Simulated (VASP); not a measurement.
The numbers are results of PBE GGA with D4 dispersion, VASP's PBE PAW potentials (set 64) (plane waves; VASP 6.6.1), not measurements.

VASP input:

### INCAR
```
ALGO = Normal
EDIFF = 1E-6
EDIFFG = -0.01
ENCUT = 520
GGA = PE
IBRION = 2
ISIF = 3
ISMEAR = 1
IVDW = 13
LASPH = .True.
LCHARG = .False.
LMAXMIX = 4
LREAL = .False.
LWAVE = .False.
NELM = 100
NSW = 60
PREC = Accurate
SIGMA = 0.1
SYSTEM = Cd
```

File KPOINTS:
```
Automatic mesh
0
Gamma
13 13 6
0 0 0
```

**POSCAR**
```
Cd
1.0
  1.4900000000  -2.5807560000   0.0000000000
  1.4900000000   2.5807560000   0.0000000000
  0.0000000000   0.0000000000   5.6200000000
Cd
2
Cart
  1.4900000000   0.8602537205   1.4050000000
  1.4900000000  -0.8602537205   4.2150000000
```

POTCAR, in this order: Cd (PBE.64 set). Program: vasp_std.

The resulting files:

OUTCAR:
```
 ion  position               nearest neighbor table
   1  0.333  0.667  0.250-   2 3.29   2 3.29   2 3.29   2 3.29   2 3.29   2 3.29
   2  0.667  0.333  0.750-   1 3.29   1 3.29   1 3.29   1 3.29   1 3.29   1 3.29
  LATTYP: Found a hexagonal cell.
 ALAT       =     2.9800002570
 C/A-ratio  =     1.8859058776
 Subroutine PRICEL returns:
 Original cell was already a primitive cell.
 Subroutine GETGRP returns: Found 24 space group operations
The static configuration has the point symmetry D_3d.
 The point group associated with its full space group is D_6h.
The dynamic configuration has the point symmetry D_3d.
 Subroutine INISYM returns: Found 24 space group operations
 Subroutine IBZKPT returns following result:
 Found     84 irreducible k-points:

 Following reciprocal coordinates:
            Coordinates               Weight
  0.000000  0.000000  0.000000      1.000000
  0.076923 -0.000000  0.000000      6.000000
  0.153846  0.000000  0.000000      6.000000
  0.230769  0.000000  0.000000      6.000000
  0.307692  0.000000  0.000000      6.000000
  0.384615 -0.000000  0.000000      6.000000
  0.461538 -0.000000  0.000000      6.000000
  0.076923  0.076923  0.000000      6.000000
  0.153846  0.076923  0.000000     12.000000
  0.230769  0.076923  0.000000     12.000000
  0.307692  0.076923  0.000000     12.000000
  0.384615  0.076923  0.000000     12.000000
  0.461538  0.076923  0.000000      6.000000
  0.153846  0.153846  0.000000      6.000000
  0.230769  0.153846  0.000000     12.000000
  0.307692  0.153846  0.000000     12.000000
  0.384615  0.153846  0.000000     12.000000
  0.230769  0.230769  0.000000      6.000000
  0.307692  0.230769  0.000000     12.000000
  0.384615  0.230769  0.000000      6.000000
  0.307692  0.307692  0.000000      6.000000
  0.000000  0.000000  0.166667      2.000000
...
```

### OSZICAR
```
       N       E                     dE             d eps       ncg     rms          rms(c)
DAV:   1     0.165622931159E+03    0.16562E+03   -0.13450E+04  2696   0.150E+03
DAV:   2     0.182452705357E+01   -0.16380E+03   -0.16049E+03  2736   0.372E+02
DAV:   3    -0.157704938481E+01   -0.34016E+01   -0.33975E+01  3312   0.639E+01
DAV:   4    -0.158122605612E+01   -0.41767E-02   -0.41766E-02  3168   0.196E+00
DAV:   5    -0.158123709387E+01   -0.11038E-04   -0.11038E-04  3240   0.935E-02    0.456E+00
DAV:   6    -0.148252971994E+01    0.98707E-01   -0.29157E-01  2896   0.706E+00    0.361E+00
DAV:   7    -0.147796975532E+01    0.45600E-02   -0.32876E-02  3112   0.191E+00    0.167E+00
DAV:   8    -0.147826077579E+01   -0.29102E-03   -0.36036E-03  2936   0.868E-01    0.928E-02
DAV:   9    -0.147829855948E+01   -0.37784E-04   -0.22520E-05  3512   0.573E-02    0.382E-02
DAV:  10    -0.147833999518E+01   -0.41436E-04   -0.35660E-05  2976   0.671E-02    0.393E-03
DAV:  11    -0.147833993268E+01    0.62496E-07   -0.38234E-08  2120   0.218E-03
   1 F= -.22926832E+01 E0= -.22925144E+01  d E =-.229268E+01
       N       E                     dE             d eps       ncg     rms          rms(c)
DAV:   1    -0.149758878343E+01   -0.19249E-01   -0.61265E-01  2880   0.771E+00    0.697E-01
DAV:   2    -0.148695492657E+01    0.10634E-01   -0.14508E-02  2920   0.174E+00    0.338E-01
DAV:   3    -0.148360556058E+01    0.33494E-02   -0.32479E-03  2928   0.587E-01    0.168E-01
DAV:   4    -0.148306349779E+01    0.54206E-03   -0.98046E-04  3000   0.297E-01    0.537E-02
DAV:   5    -0.148306387014E+01   -0.37235E-06   -0.73386E-05  3104   0.105E-01    0.190E-02
DAV:   6    -0.148306218285E+01    0.16873E-05   -0.48589E-06  2816   0.292E-02    0.543E-03
DAV:   7    -0.148306205219E+01    0.13066E-06   -0.18231E-07  1488   0.493E-03
   2 F= -.22946930E+01 E0= -.22946362E+01  d E =-.200977E-02
       N       E                     dE             d eps       ncg     rms          rms(c)
DAV:   1    -0.158332040703E+01   -0.10026E+00   -0.39764E+00  2864   0.197E+01    0.181E+00
DAV:   2    -0.151403816612E+01    0.69282E-01   -0.94372E-02  2904   0.442E+00    0.863E-01
DAV:   3    -0.149221104517E+01    0.21827E-01   -0.20047E-02  2920   0.148E+00    0.441E-01
DAV:   4    -0.148835048478E+01    0.38606E-02   -0.66658E-03  2936   0.797E-01    0.138E-01
DAV:   5    -0.148835998648E+01   -0.95017E-05   -0.53347E-04  3120   0.277E-01    0.444E-02
DAV:   6    -0.148835194869E+01    0.80378E-05   -0.28838E-05  2944   0.702E-02    0.116E-02
DAV:   7    -0.148835182126E+01    0.12744E-06   -0.74782E-07  1576   0.892E-03
   3 F= -.22933113E+01 E0= -.22930966E+01  d E =-.628111E-03
       N       E                     dE             d eps       ncg     rms          rms(c)
DAV:   1    -0.152259242964E+01   -0.34240E-01   -0.14937E+00  2832   0.119E+01    0.107E+00
DAV:   2    -0.149642049762E+01    0.26172E-01   -0.34012E-02  2864   0.258E+00    0.524E-01
DAV:   3    -0.148764317510E+01    0.87773E-02   -0.88854E-03  2912   0.960E-01    0.242E-01
DAV:   4    -0.148650137300E+01    0.11418E-02   -0.23436E-03  2904   0.461E-01    0.885E-02
DAV:   5    -0.148650415217E+01   -0.27792E-05   -0.15136E-04  3144   0.151E-01    0.304E-02
DAV:   6    -0.148650306752E+01    0.10846E-05   -0.12357E-05  2912   0.464E-02    0.582E-03
DAV:   7    -0.148650307816E+01   -0.10634E-07   -0.10247E-07  1472   0.323E-03
   4 F= -.22955170E+01 E0= -.22954254E+01  d E =-.283375E-02
       N       E                     dE             d eps       ncg     rms          rms(c)
DAV:   1    -0.150563269399E+01   -0.19130E-01   -0.60642E-01  2760   0.927E+00    0.108E+00
DAV:   2    -0.148368193105E+01    0.21951E-01   -0.56859E-02  2792   0.329E+00    0.360E-01
DAV:   3    -0.148147752069E+01    0.22044E-02   -0.32747E-03  3000   0.632E-01    0.271E-01
DAV:   4    -0.148089974826E+01    0.57777E-03   -0.82904E-04  3056   0.286E-01    0.371E-02
DAV:   5    -0.148090521114E+01   -0.54629E-05   -0.73337E-05  3040   0.111E-01    0.204E-02
DAV:   6    -0.148090624578E+01   -0.10346E-05   -0.22830E-06  2304   0.175E-02    0.400E-03
DAV:   7    -0.148090639396E+01   -0.14817E-06   -0.38839E-07  1432   0.813E-03
   5 F= -.22959711E+01 E0= -.22958389E+01  d E =-.454138E-03
       N       E                     dE             d eps       ncg     rms          rms(c)
DAV:   1    -0.148191586938E+01   -0.10096E-02   -0.77513E-03  2768   0.105E+00    0.124E-01
DAV:   2    -0.148164265175E+01    0.27322E-03   -0.71109E-04  2840   0.367E-01    0.417E-02
DAV:   3    -0.148161278999E+01    0.29862E-04   -0.41289E-05  3016   0.717E-02    0.319E-02
DAV:   4    -0.148160133936E+01    0.11451E-04   -0.10516E-05  3056   0.320E-02    0.424E-03
DAV:   5    -0.148160119706E+01    0.14229E-06   -0.94100E-07  1424   0.123E-02
   6 F= -.22959797E+01 E0= -.22958520E+01  d E =-.462745E-03
       N       E                     dE             d eps       ncg     rms          rms(c)
DAV:   1    -0.148210680466E+01   -0.50547E-03   -0.61634E-02  2832   0.281E+00    0.309E-01
DAV:   2    -0.148030631296E+01    0.18005E-02   -0.41512E-03  2856   0.896E-01    0.113E-01
DAV:   3    -0.148004814416E+01    0.25817E-03   -0.30970E-04  3024   0.196E-01    0.790E-02
DAV:   4    -0.147998450111E+01    0.63643E-04   -0.10561E-04  2856   0.999E-02    0.128E-02
DAV:   5    -0.147998552296E+01   -0.10218E-05   -0.10235E-05  3008   0.409E-02    0.699E-03
DAV:   6    -0.147998571431E+01   -0.19135E-06   -0.34467E-07  1456   0.743E-03
   7 F= -.22960646E+01 E0= -.22959824E+01  d E =-.848508E-04
```

### OUTCAR
```
------------------------ aborting loop because EDIFF is reached ----------------------------------------
  Edisp (eV):   -0.81608
  FORCE on cell =-STRESS in cart. coord.  units (eV):
  Direction    XX          YY          ZZ          XY          YZ          ZX
  --------------------------------------------------------------------------------------
  Total       0.01156     0.01156     0.01282     0.00000     0.00000    -0.00000
  in kB       0.42969     0.42969     0.47635     0.00000     0.00000    -0.00000
  external pressure =        0.45 kB  Pullay stress =        0.00 kB
  volume of cell :       43.11
      direct lattice vectors                 reciprocal lattice vectors
     1.499284790 -2.596837734  0.000000000     0.333492345 -0.192541873  0.000000000
     1.499284790  2.596837734  0.000000000     0.333492345  0.192541873  0.000000000
    -0.000000000  0.000000000  5.535956732    -0.000000000 -0.000000000  0.180637250
 POSITION                                       TOTAL-FORCE (eV/Angst)
 -----------------------------------------------------------------------------------
      1.49928      0.86561      1.38399        -0.000000     -0.000000     -0.000000
      1.49928     -0.86561      4.15197         0.000000      0.000000      0.000000
 -----------------------------------------------------------------------------------
    total drift:                               -0.000000      0.000196      0.000002
  FREE ENERGIE OF THE ION-ELECTRON SYSTEM (eV)
  ---------------------------------------------------
  free  energy   TOTEN  =        -2.2960645552 eV

  energy  without entropy=       -2.2958179815  energy(sigma->0) =       -2.29598236

 reached required accuracy - stopping structural energy minimisation
```
(Selected blocks of OUTCAR.)

**CONTCAR**
```
Cd
   1.00000000000000
     1.4992847902499205   -2.5968377339506437    0.0000000000000000
     1.4992847902499205    2.5968377339506437    0.0000000000000000
    -0.0000000000000000    0.0000000000000000    5.5359567322462171
  Cd
     2
Direct
     0.3333330000000032    0.6666669999999968    0.2500000000000000
     0.6666669999999968    0.3333330000000032    0.7500000000000000
```

The compound is Cd in the hcp structure. This run relaxes it. Symmetry was kept, so distortions that lower it aren't found.
